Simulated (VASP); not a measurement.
Here is the system:

```xyz
2
Lattice="2.8233 0.0000 0.0000 0.0000 2.8233 0.0000 0.0000 0.0000 4.0598" Properties=species:S:1:pos:R:3 pbc="T T T"
Ti     0.0000     0.0000     0.0000
Al     1.4117     1.4117     2.0299
```

All values below come from PBE GGA, VASP's PBE PAW potentials (set 64) (plane waves; VASP). Run with 480 eV cut-off, 12×12×8 Γ-centred mesh, first-order Methfessel-Paxton smearing of 0.10 eV, potentials Ti_sv Al.

**Question.** What does the run give for the energy per atom (σ→0), band gap (on the k-mesh) with the smallest direct gap where there is one?

**Answer.** 
| Item | Value |
|---|---|
| band gap (on the k-mesh) | none (metal, semimetal or under 0.01 eV) |
| energy per atom (σ→0) | -6.197 eV/atom |

Total energies compare only between runs with the same potentials, cut-off and functional.

The compound is TiAl in the L1_0 structure. It was relaxed first. The electron count is odd and the run is not spin-polarised, which forces a metal.
